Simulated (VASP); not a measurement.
Computed with revPBE GGA, VASP's PBE PAW potentials (set 64) (plane waves; VASP).

The input files of a VASP run:

POSCAR:
```
Ta
1
   -1.6494858400     1.6494858400     1.6494858400
    1.6494858400    -1.6494858400     1.6494858400
    1.6494858400     1.6494858400    -1.6494858400
Ta
1
Direct
  0.0000000000   0.0000000000   0.0000000000
```

**INCAR**
```
ISIF=2
LREAL=.False.
EDIFF=1E-7   # SCF stop (eV)
LWAVE=.False.
LCHARG=.False.
ALGO=Normal   # blocked Davidson
LASPH=.True.   # aspherical one-centre terms
SIGMA=0.1   # width (eV)
NELM=100   # most electronic steps
PREC=Accurate
GGA=RE   # revPBE
LMAXMIX=6
SYSTEM=Ta
ENCUT=520   # plane-wave cut-off (eV)
ISMEAR=1
```

### KPOINTS
```
Automatic
0
G
 15 15 15
```

POTCAR, in this order: Ta_pv (PBE.64 set). Program: vasp_std.

What VASP printed:

**OUTCAR**
```
 ion  position               nearest neighbor table
   1  0.000  0.000  0.000-
  LATTYP: Found a body centered cubic cell.
 ALAT       =     3.2989716800
 Subroutine PRICEL returns:
 Original cell was already a primitive cell.
 Subroutine GETGRP returns: Found 48 space group operations
The static configuration has the point symmetry O_h .
The dynamic configuration has the point symmetry O_h .
 Subroutine INISYM returns: Found 48 space group operations
 Subroutine IBZKPT returns following result:
 Found    120 irreducible k-points:

 Following reciprocal coordinates:
            Coordinates               Weight
  0.000000  0.000000  0.000000      1.000000
  0.066667  0.000000  0.000000     12.000000
  0.133333  0.000000  0.000000     12.000000
  0.200000  0.000000  0.000000     12.000000
  0.266667  0.000000  0.000000     12.000000
  0.333333  0.000000  0.000000     12.000000
  0.400000  0.000000  0.000000     12.000000
  0.466667  0.000000  0.000000     12.000000
  0.066667  0.066667  0.000000     24.000000
  0.133333  0.066667  0.000000     48.000000
...
```

File OSZICAR:
```
       N       E                     dE             d eps       ncg     rms          rms(c)
DAV:   1     0.468033890524E+02    0.46803E+02   -0.66299E+03  2168   0.117E+03
DAV:   2    -0.111626486727E+02   -0.57966E+02   -0.57087E+02  2765   0.245E+02
DAV:   3    -0.118351556617E+02   -0.67251E+00   -0.65727E+00  2444   0.265E+01
DAV:   4    -0.118396526354E+02   -0.44970E-02   -0.44944E-02  2502   0.188E+00
DAV:   5    -0.118396863670E+02   -0.33732E-04   -0.33731E-04  2375   0.127E-01    0.134E+01
DAV:   6    -0.115040804068E+02    0.33561E+00   -0.38000E-01  2242   0.763E+00    0.660E+00
DAV:   7    -0.114023143333E+02    0.10177E+00   -0.32585E-01  2258   0.670E+00    0.406E-01
DAV:   8    -0.114014052858E+02    0.90905E-03   -0.46362E-03  2316   0.882E-01    0.150E-01
DAV:   9    -0.114013661772E+02    0.39109E-04   -0.21950E-04  2286   0.192E-01    0.357E-02
DAV:  10    -0.114013593541E+02    0.68231E-05   -0.49190E-06  2391   0.330E-02    0.587E-03
DAV:  11    -0.114013594589E+02   -0.10476E-06   -0.18342E-07  2054   0.626E-03    0.761E-04
DAV:  12    -0.114013594246E+02    0.34209E-07   -0.50885E-09  1124   0.907E-04
   1 F= -.11401359E+02 E0= -.11401267E+02  d E =-.276443E-03
```

File OUTCAR:
```
------------------------ aborting loop because EDIFF is reached ----------------------------------------
  FORCE on cell =-STRESS in cart. coord.  units (eV):
  Direction    XX          YY          ZZ          XY          YZ          ZX
  --------------------------------------------------------------------------------------
  Total        0.6706508      0.6706508      0.6706508      0.0000000     -0.0000000      0.0000000
  in kB       59.8551116     59.8551116     59.8551116      0.0000000     -0.0000000      0.0000000
  external PRESSURE =      59.8551116 kB  Pullay stress =       0.0000000 kB
  volume of cell :       17.95
      direct lattice vectors                 reciprocal lattice vectors
    -1.649485840  1.649485840  1.649485840     0.000000000  0.303124760  0.303124760
     1.649485840 -1.649485840  1.649485840     0.303124760  0.000000000  0.303124760
     1.649485840  1.649485840 -1.649485840     0.303124760  0.303124760  0.000000000
 POSITION                                       TOTAL-FORCE (eV/Angst)
 -----------------------------------------------------------------------------------
      0.00000      0.00000      0.00000         0.000000      0.000000      0.000000
 -----------------------------------------------------------------------------------
    total drift:                               -0.000000      0.000000      0.000000
  FREE ENERGIE OF THE ION-ELECTRON SYSTEM (eV)
  ---------------------------------------------------
  free  energy   TOTEN  =       -11.4013594246 eV

  energy  without entropy=      -11.4010829819  energy(sigma->0) =      -11.40126728
```
(Selected blocks of OUTCAR.)

### OUTCAR
```
 val. band max:        5.5588069617   @ k =  -0.2000   0.2000   0.0667

 cond. band min:       5.5764298545   @ k =   0.3333   0.0000   0.0000


 Fermi energy:         5.5752519142

 k-point     1 :       0.0000    0.0000    0.0000
  band No.  band energies     occupation
      1     -27.4990      2.00000
      2     -27.4990      2.00000
      3     -27.4990      2.00000
      4      -2.3511      2.00000
      5       6.3270     -0.00000
      6       6.3270     -0.00000
      7       6.3270     -0.00000
      8       9.6149      0.00000
      9       9.6149      0.00000

 k-point     2 :       0.0667    0.0000    0.0000
  band No.  band energies     occupation
      1     -27.5547      2.00000
      2     -27.5161      2.00000
      3     -27.4993      2.00000
      4      -2.1519      2.00000
      5       6.1968     -0.00000
      6       6.2878     -0.00000
      7       6.5222     -0.00000
      8       9.4054      0.00000
      9       9.6149      0.00000

 k-point     3 :       0.1333    0.0000    0.0000
  band No.  band energies     occupation
      1     -27.7096      2.00000
      2     -27.5641      2.00000
      3     -27.5002      2.00000
      4      -1.5845      2.00000
      5       5.8507     -0.00069
      6       6.1106     -0.00000
      7       7.0995     -0.00000
      8       9.0372      0.00000
      9       9.6310      0.00000

 k-point     4 :       0.2000    0.0000    0.0000
  band No.  band energies     occupation
      1     -27.9314      2.00000
      2     -27.6341      2.00000
      3     -27.5015      2.00000
      4      -0.7466      2.00000
      5       5.3899      2.02489
      6       5.7512     -0.03210
      7       8.0319      0.00000
      8       8.9129      0.00000
      9       9.6982      0.00000

 k-point     5 :       0.2667    0.0000    0.0000
  band No.  band energies     occupation
      1     -28.1773      2.00000
      2     -27.7134      2.00000
      3     -27.5030      2.00000
...
```

Unless said otherwise, spin-orbit coupling is left out, though it shifts the bands of the heavy elements here.

The compound is Ta in the bcc structure. This cell is one point of a volume scan, at 0.97 of the reference volume.
